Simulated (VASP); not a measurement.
Here is the system:

```
Ta
1.0
    0.00000     2.08789     2.08789
    2.08789     0.00000     2.08789
    2.08789     2.08789     0.00000
Ta
1
Cartesian
  0.00000   0.00000   0.00000
```

Calculation: PBEsol GGA with spin-orbit coupling, VASP's PBE PAW potentials (set 64) (plane waves; VASP). Run with 400 eV cut-off, 14×14×14 Γ-centred mesh, Gaussian smearing of 0.050 eV, potentials Ta_pv.

### Question
Give the energies of bands 7 to 17 at the high-symmetry points, in eV from the Fermi level.

### Answer

| band | Γ | X | U | L | W |
|---|---|---|---|---|---|
| 7 | -8.25 | -4.56 | -3.43 | -4.74 | -2.87 |
| 8 | -8.25 | -4.56 | -3.43 | -4.74 | -2.87 |
| 9 | 0.28 | -3.49 | -2.40 | -0.03 | -1.29 |
| 10 | 0.28 | -3.49 | -2.40 | -0.03 | -1.29 |
| 11 | 0.28 | 3.09 | 0.52 | 0.40 | -1.04 |
| 12 | 0.28 | 3.09 | 0.52 | 0.40 | -1.04 |
| 13 | 0.69 | 5.92 | 3.50 | 0.88 | 2.05 |
| 14 | 0.69 | 5.92 | 3.50 | 0.88 | 2.05 |
| 15 | 3.60 | 6.52 | 5.62 | 5.84 | 6.75 |
| 16 | 3.60 | 6.52 | 5.62 | 5.84 | 6.75 |
| 17 | 3.60 | 7.04 | 7.60 | 6.18 | 10.16 |

It has no gap at this level: it comes out as a metal or semimetal.

The structure was generated: Ta was put into the fcc type (Fm-3m), which need not be its known phase. It was relaxed first.
